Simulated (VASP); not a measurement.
Output of a VASP run:

OUTCAR:
```
 ion  position               nearest neighbor table
   1  0.333  0.667  0.250-
   2  0.667  0.333  0.750-
  LATTYP: Found a hexagonal cell.
 ALAT       =     3.4987515919
 C/A-ratio  =     1.1103261189
 Subroutine PRICEL returns:
 Original cell was already a primitive cell.
 Subroutine GETGRP returns: Found 24 space group operations
The static configuration has the point symmetry D_3d.
 The point group associated with its full space group is D_6h.
The dynamic configuration has the point symmetry D_3d.
 Subroutine INISYM returns: Found 24 space group operations
 Subroutine IBZKPT returns following result:
 Found    126 irreducible k-points:

 Following reciprocal coordinates:
            Coordinates               Weight
  0.000000  0.000000  0.000000      1.000000
  0.076923  0.000000  0.000000      6.000000
  0.153846  0.000000  0.000000      6.000000
  0.230769  0.000000  0.000000      6.000000
  0.307692  0.000000  0.000000      6.000000
  0.384615  0.000000  0.000000      6.000000
  0.461538  0.000000  0.000000      6.000000
  0.076923  0.076923  0.000000      6.000000
  0.153846  0.076923  0.000000     12.000000
  0.230769  0.076923  0.000000     12.000000
  0.307692  0.076923  0.000000     12.000000
  0.384615  0.076923  0.000000     12.000000
  0.461538  0.076923  0.000000      6.000000
  0.153846  0.153846  0.000000      6.000000
  0.230769  0.153846  0.000000     12.000000
  0.307692  0.153846  0.000000     12.000000
  0.384615  0.153846  0.000000     12.000000
  0.230769  0.230769  0.000000      6.000000
  0.307692  0.230769  0.000000     12.000000
  0.384615  0.230769  0.000000      6.000000
  0.307692  0.307692  0.000000      6.000000
  0.000000  0.000000  0.090909      2.000000
  0.076923  0.000000  0.090909     12.000000
  0.153846  0.000000  0.090909     12.000000
  0.230769  0.000000  0.090909     12.000000
  0.307692  0.000000  0.090909     12.000000
  0.384615  0.000000  0.090909     12.000000
  0.461538  0.000000  0.090909     12.000000
  0.076923  0.076923  0.090909     12.000000
  0.153846  0.076923  0.090909     24.000000
  0.230769  0.076923  0.090909     24.000000
  0.307692  0.076923  0.090909     24.000000
  0.384615  0.076923  0.090909     24.000000
  0.461538  0.076923  0.090909     12.000000
  0.153846  0.153846  0.090909     12.000000
  0.230769  0.153846  0.090909     24.000000
  0.307692  0.153846  0.090909     24.000000
  0.384615  0.153846  0.090909     24.000000
  0.230769  0.230769  0.090909     12.000000
  0.307692  0.230769  0.090909     24.000000
   k-points           NKPTS =    126   k-points in BZ     NKDIM =    126   number of bands    NBANDS=     11
   number of dos      NEDOS =    601   number of ions     NIONS =      2
   total plane-waves  NPLWV =  16128
   dimension x,y,z NGX =    24 NGY =   24 NGZ =   28
   dimension x,y,z NGXF=    48 NGYF=   48 NGZF=   56
   ions per type =               2
   PREC   = accura    normal or accurate (medium, high low for compatibility)
   ISTART =      0    job   : 0-new  1-cont  2-samecut
   ICHARG =      2    charge: 1-file 2-atom 10-const
   ISPIN  =      1    spin polarized calculation?
   LNONCOLLINEAR =      F non collinear calculations
   LSORBIT =      F    spin-orbit coupling
   INIWAV =      1    electr: 0-lowe 1-rand  2-diag
   ENCUT  =  400.0 eV  29.40 Ry    5.42 a.u.   5.71  5.71  6.34*2*pi/ulx,y,z
   NELM   =    100;   NELMIN=  2; NELMDL= -5     # of ELM steps
   EDIFF  = 0.1E-06   stopping-criterion for ELM
   LREAL  =      F    real-space projection
   NLSPLINE    = F    spline interpolate recip. space projectors
   LMAXMIX     =    2 max onsite mixed and CHGCAR
   VOSKOWN=      0    Vosko Wilk Nusair interpolation
   EDIFFG = 0.1E-05   stopping-criterion for IOM
   NSW    =      0    number of steps for IOM
...
```

OSZICAR:
```
       N       E                     dE             d eps       ncg     rms          rms(c)
DAV:   1     0.698520631862E+02    0.69852E+02   -0.58843E+03  2796   0.914E+02
DAV:   2     0.372377656830E+00   -0.69480E+02   -0.67129E+02  4324   0.179E+02
DAV:   3    -0.270548608367E+01   -0.30779E+01   -0.30424E+01  3420   0.431E+01
DAV:   4    -0.273728433030E+01   -0.31798E-01   -0.31766E-01  3353   0.535E+00
DAV:   5    -0.273784349959E+01   -0.55917E-03   -0.55919E-03  3405   0.678E-01    0.853E+00
DAV:   6    -0.271313489054E+01    0.24709E-01   -0.29818E-02  3387   0.105E+00    0.526E+00
DAV:   7    -0.270994733806E+01    0.31876E-02   -0.30904E-02  3306   0.115E+00    0.374E-01
DAV:   8    -0.270901140918E+01    0.93593E-03   -0.30955E-03  3288   0.377E-01    0.404E-02
DAV:   9    -0.270901798530E+01   -0.65761E-05   -0.83635E-05  3474   0.709E-02    0.113E-02
DAV:  10    -0.270901773474E+01    0.25056E-06   -0.49436E-06  3384   0.160E-02    0.599E-03
DAV:  11    -0.270901785924E+01   -0.12450E-06   -0.55874E-07  3453   0.539E-03    0.113E-03
DAV:  12    -0.270901793247E+01   -0.73227E-07   -0.75796E-08  2232   0.208E-03
   1 F= -.27090179E+01 E0= -.27090179E+01  d E =0.000000E+00
```

### OUTCAR
```
------------------------ aborting loop because EDIFF is reached ----------------------------------------
  FORCE on cell =-STRESS in cart. coord.  units (eV):
  Direction    XX          YY          ZZ          XY          YZ          ZX
  --------------------------------------------------------------------------------------
  Total       -0.0247398     -0.0247398     -0.0208220      0.0000000      0.0000000      0.0000000
  in kB       -0.9624683     -0.9624683     -0.8100512      0.0000002      0.0000000      0.0000000
  external PRESSURE =      -0.9116626 kB  Pullay stress =       0.0000000 kB
  volume of cell :       41.18
      direct lattice vectors                 reciprocal lattice vectors
     3.498751592 -0.000000068  0.000000000     0.285816236  0.165016134  0.000000000
    -1.749376416  3.030007852  0.000000000     0.000000006  0.330032152  0.000000000
     0.000000000  0.000000000  3.884755276     0.000000000  0.000000000  0.257416473
 POSITION                                       TOTAL-FORCE (eV/Angst)
 -----------------------------------------------------------------------------------
     -0.00000      2.02001      0.97119         0.000000      0.000000      0.000000
      1.74938      1.01000      2.91357        -0.000000      0.000000      0.000000
 -----------------------------------------------------------------------------------
    total drift:                               -0.000405      0.000386     -0.000001
  FREE ENERGIE OF THE ION-ELECTRON SYSTEM (eV)
  ---------------------------------------------------
  free  energy   TOTEN  =        -2.7090179325 eV

  energy  without entropy=       -2.7090179325  energy(sigma->0) =       -2.70901793

 total charge

# of ion       s       p       d       tot
------------------------------------------
    1        1.637   3.231   0.000   4.867
    2        1.637   3.231   0.000   4.867
--------------------------------------------------
tot          3.273   6.462   0.000   9.735
```
(Selected blocks of OUTCAR.)

File POSCAR:
```
Cl
1
    3.4987515919    -0.0000000681    -0.0000000000
   -1.7493764160     3.0300078523     0.0000000000
    0.0000000000     0.0000000000     3.8847552761
Cl
2
Direct
  0.3333330000   0.6666670000   0.2500000000
  0.6666670000   0.3333330000   0.7500000000
```

Q: Write an INCAR and KPOINTS that could have produced this output.

A: Several could match; the one computed here: the input of the run itself, PBEsol GGA, plane waves, VASP's PBE PAW potentials (set 64).

**KPOINTS**
```
Automatic
0
gamma
 13 13 11
```

### INCAR
```
# general
SYSTEM=Cl
PREC  =Accurate
ENCUT =400
LREAL =.False.   # projection in real space or not
LASPH =.True.   # aspherical one-centre terms

# electronic loop
EDIFF =1E-7   # SCF stop (eV)
NELM  =100   # most electronic steps
ALGO  =Normal   # blocked Davidson

# smearing
ISMEAR=-5   # tetrahedra, Bloechl

# functional
GGA   =PS   # PBEsol

# ions
ISIF  =2

# output
LWAVE =.False.
LCHARG=.True.
LORBIT=11   # lm-projected
NEDOS =601   # DOS grid
```

POTCAR, in this order: Cl (PBE.64 set). Program: vasp_std.

For a metal the tetrahedron method with Blöchl corrections gives inexact stress and forces.

The structure was generated: Cl was put into the hcp type (P6_3/mmc), which need not be its known phase. It was relaxed first.
